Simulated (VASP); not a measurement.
An input for Quantum ESPRESSO's pw.x (written as the equivalent of a VASP run, and not itself run):

```
&CONTROL
  calculation = 'scf'
  pseudo_dir = './pseudo'
  outdir = './out'
  tprnfor = .true.
  tstress = .true.
/
&SYSTEM
  ibrav = 0
  nat = 3
  ntyp = 2
  ecutwfc = 80
  occupations = 'smearing'
  smearing = 'methfessel-paxton'
  degauss = 0.00735
  input_dft = 'pbe'
/
&ELECTRONS
  conv_thr = 7.3e-08
  electron_maxstep = 100
/
ATOMIC_SPECIES
  Si 28.085 Si.upf
  Mo 95.950 Mo.upf
CELL_PARAMETERS angstrom
    -1.6286880    1.5614430    3.8075650
     1.6286880   -1.5614430    3.8075650
     1.6286880    1.5614430   -3.8075650
ATOMIC_POSITIONS crystal
  Si   0.6650000  0.6650000  0.0000000
  Si   0.3350000  0.3350000  0.0000000
  Mo  -0.0000000  0.0110170  0.0110170
K_POINTS automatic
  12 12 12 0 0 0
HUBBARD {ortho-atomic}
U Mo-4d 6
```

### Question
Write the VASP files for the same calculation (PBE+U).

### Answer
One answer among several that fit: 
### INCAR
```
SYSTEM = MoSi2
PREC = Accurate
ENCUT = 400
EDIFF = 1E-6
NELM = 100
ALGO = Normal
LREAL = .FALSE.
LASPH = .TRUE.
ISMEAR = 1
SIGMA = 0.1
GGA = PE
LMAXMIX = 4
LWAVE = .FALSE.
LCHARG = .FALSE.
ISIF = 2
LDAU = .TRUE.
LDAUTYPE = 2
LDAUL = -1 2
LDAUU = 0 6.0
LDAUJ = 0 0
LDAUPRINT = 1
LORBIT = 10
```

POSCAR:
```
MoSi2
1
   -1.6286880000     1.5614430000     3.8075650000
    1.6286880000    -1.5614430000     3.8075650000
    1.6286880000     1.5614430000    -3.8075650000
Si Mo
2 1
Direct
  0.6650000000   0.6650000000   0.0000000000
  0.3350000000   0.3350000000   0.0000000000
 -0.0000000000   0.0110170000   0.0110170000
```

File KPOINTS:
```
Automatic mesh
0
Gamma
12 12 12
0 0 0
```

POTCAR, in this order: Si Mo_sv (PBE.64 set). Program: vasp_std.

The two are equivalent in intent, not identical: the potentials are each code's own (VASP's PAW set, PseudoDojo norm-conserving files in pw.x), so ENCUT and ecutwfc are chosen apart and not converted; conv_thr bounds pw.x's estimated SCF error, while EDIFF bounds the energy change between steps; the +U projectors differ (PAW spheres against orthogonalised atomic orbitals), so the same U acts differently.

The compound is MoSi2 in the MoSi2 type structure. The cell was not relaxed at this level. The run is one of a series of settings (LDAU = .TRUE., LDAUJ = 0 0, LDAUL = -1 2, LDAUTYPE = 2, LDAUU = 0 6.0 against the base run), some of them coarse on purpose.
